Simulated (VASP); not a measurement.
These are PBEsol GGA, VASP's PBE PAW potentials (set 64) (plane waves; VASP) values and carry that method's errors.

Input for VASP

### POSCAR
```
ZrC
1.0
  0.0000000000   2.3359596407   2.3359596407
  2.3359596407   0.0000000000   2.3359596407
  2.3359596407   2.3359596407   0.0000000000
Zr C
1 1
Cart
  0.0000000000   0.0000000000   0.0000000000
  2.3359596407   2.3359596407   2.3359596407
```

### KPOINTS
```
Automatic mesh
0
Gamma
15 15 15
0 0 0
```

### INCAR
```
# general
SYSTEM =ZrC
PREC   =Normal
ENCUT  =450
LREAL  =.False.
LASPH  =.True.

# electronic loop
EDIFF  =1E-5
NELM   =100
NELMIN =4
ALGO   =Fast
LMAXMIX=4

# smearing
ISMEAR =1
SIGMA  =0.1

# functional
GGA    =PS

# ions
IBRION =2
NSW    =20
ISIF   =2
EDIFFG =-0.03

# output
LWAVE  =.False.
LCHARG =.False.
```

POTCAR, in this order: Zr_sv C (PBE.64 set). Program: vasp_std.

Output

File OSZICAR:
```
       N       E                     dE             d eps       ncg     rms          rms(c)
DAV:   1     0.968272947417E+02    0.96827E+02   -0.82152E+03  2888   0.120E+03
DAV:   2    -0.187624965550E+02   -0.11559E+03   -0.10885E+03  3380   0.318E+02
DAV:   3    -0.235906746814E+02   -0.48282E+01   -0.47169E+01  4120   0.582E+01
DAV:   4    -0.237753774722E+02   -0.18470E+00   -0.18461E+00  3724   0.108E+01
DAV:   5    -0.237807286316E+02   -0.53512E-02   -0.53508E-02  4132   0.151E+00    0.224E+01
RMM:   6    -0.205432209867E+02    0.32375E+01   -0.11013E+01  3020   0.193E+01    0.968E+00
RMM:   7    -0.205656134846E+02   -0.22392E-01   -0.12534E+00  3422   0.755E+00    0.574E+00
RMM:   8    -0.205658988065E+02   -0.28532E-03   -0.29979E-01  3458   0.344E+00    0.723E-01
RMM:   9    -0.205709894810E+02   -0.50907E-02   -0.18161E-01  3812   0.190E+00    0.529E-01
RMM:  10    -0.205722395542E+02   -0.12501E-02   -0.45583E-02  3534   0.133E+00    0.265E-01
RMM:  11    -0.205743758246E+02   -0.21363E-02   -0.21639E-02  3960   0.738E-01    0.171E-01
RMM:  12    -0.205749169321E+02   -0.54111E-03   -0.50720E-03  4174   0.351E-01    0.188E-01
RMM:  13    -0.205748974645E+02    0.19468E-04   -0.20903E-03  3948   0.255E-01    0.184E-01
RMM:  14    -0.205749894789E+02   -0.92014E-04   -0.74958E-04  3935   0.156E-01    0.176E-01
RMM:  15    -0.205749755028E+02    0.13976E-04   -0.29747E-04  3450   0.892E-02    0.203E-01
RMM:  16    -0.205749959073E+02   -0.20405E-04   -0.13571E-04  3074   0.577E-02    0.221E-01
RMM:  17    -0.205749936068E+02    0.23006E-05   -0.62638E-05  2719   0.385E-02
   1 F= -.20574994E+02 E0= -.20575033E+02  d E =-.205750E+02
```

**OUTCAR**
```
------------------------ aborting loop because EDIFF is reached ----------------------------------------
  FORCE on cell =-STRESS in cart. coord.  units (eV):
  Direction    XX          YY          ZZ          XY          YZ          ZX
  --------------------------------------------------------------------------------------
  Total       -0.1643667     -0.1643667     -0.1643667     -0.0000000     -0.0000000      0.0000000
  in kB      -10.3299578    -10.3299578    -10.3299578     -0.0000000     -0.0000000      0.0000000
  external PRESSURE =     -10.3299578 kB  Pullay stress =       0.0000000 kB
  volume of cell :       25.49
      direct lattice vectors                 reciprocal lattice vectors
     0.000000000  2.335959641  2.335959641    -0.214044794  0.214044794  0.214044794
     2.335959641  0.000000000  2.335959641     0.214044794 -0.214044794  0.214044794
     2.335959641  2.335959641  0.000000000     0.214044794  0.214044794 -0.214044794
 POSITION                                       TOTAL-FORCE (eV/Angst)
 -----------------------------------------------------------------------------------
      0.00000      0.00000      0.00000         0.000000      0.000000      0.000000
      2.33596      2.33596      2.33596         0.000000      0.000000     -0.000000
 -----------------------------------------------------------------------------------
    total drift:                               -0.000000      0.000000      0.000000
  FREE ENERGIE OF THE ION-ELECTRON SYSTEM (eV)
  ---------------------------------------------------
  free  energy   TOTEN  =       -20.5749936068 eV

  energy  without entropy=      -20.5751129371  energy(sigma->0) =      -20.57503338

 reached required accuracy - stopping structural energy minimisation
```
(Selected blocks of OUTCAR.)

At this cut-off the stress carries a Pulay error, which pulls relaxed volumes low.

The compound is ZrC in the rock salt structure. It was relaxed first.
